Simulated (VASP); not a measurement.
Computed with PBEsol GGA, VASP's PBE PAW potentials (set 64) (plane waves; VASP 6.6.1).

A VASP calculation is set up with these files.

### KPOINTS
```
Automatic mesh
0
Gamma
5 5 5
0 0 0
```

### INCAR
```
! general
SYSTEM  = V3Re
PREC    = Accurate
ENCUT   = 300
LREAL   = F
LASPH   = T

! electronic loop
EDIFF   = 1E-6
NELM    = 100
ALGO    = Normal
LMAXMIX = 6

! smearing
ISMEAR  = 0
SIGMA   = 0.1

! functional
GGA     = PS

! ions
ISIF    = 2

! output
LWAVE   = F
LCHARG  = F
```

### POSCAR
```
V3Re
1.0
  0.0000000000   3.0014500000   3.0014500000
  3.0014500000   0.0000000000   3.0014500000
  3.0014500000   3.0014500000   0.0000000000
V Re
3 1
direct
  0.7678110000   0.7488080000   0.7475770000
  0.2572990000   0.2470980000   0.2507260000
 -0.0150890000  -0.0053160000  -0.0045910000
  0.4899790000   0.5094090000   0.5062880000
```

POTCAR, in this order: V_sv Re (PBE.64 set). Program: vasp_std.

At this cut-off the stress carries a Pulay error, which pulls relaxed volumes low. Unless said otherwise, spin-orbit coupling is left out, though it shifts the bands of the heavy elements here.

Predict the energy per atom (σ→0), pressure, largest force, band gap (on the k-mesh).

The energy per atom (σ→0) comes out as -10.807 eV/atom and the band gap (on the k-mesh) comes out as none (metal, semimetal or under 0.01 eV). The pressure is -4.94 GPa and the largest force is 1.228 eV/Å.

File OSZICAR:
```
...
DAV:  10    -0.432436113330E+02    0.19532E-01   -0.16172E-01  5452   0.458E+00    0.137E+00
DAV:  11    -0.432405410438E+02    0.30703E-02   -0.42066E-02  4698   0.242E+00    0.113E+00
DAV:  12    -0.432386722504E+02    0.18688E-02   -0.11225E-02  5548   0.125E+00    0.519E-01
DAV:  13    -0.432386172872E+02    0.54963E-04   -0.15814E-03  5738   0.478E-01    0.930E-02
DAV:  14    -0.432386090691E+02    0.82181E-05   -0.83875E-05  6142   0.120E-01    0.280E-02
DAV:  15    -0.432386072596E+02    0.18095E-05   -0.10556E-05  4916   0.407E-02    0.131E-02
DAV:  16    -0.432386067975E+02    0.46202E-06   -0.87289E-07  2288   0.149E-02
   1 F= -.43238607E+02 E0= -.43229236E+02  d E =-.187420E-01
```

The structure comes from a computed database's V3Re entry; how it stands against other phases isn't given here. The cell was not relaxed at this level, atoms are displaced from their ideal sites. The k-mesh is coarse (spacing up to 0.36 per Å, 2π included), so the numbers may not be converged in it. The run is one of a series of settings (GGA = PS, POTCAR V_sv Re (PBE.64 set) against the base run), some of them coarse on purpose. The run is not spin-polarised, so no magnetic state was tried.
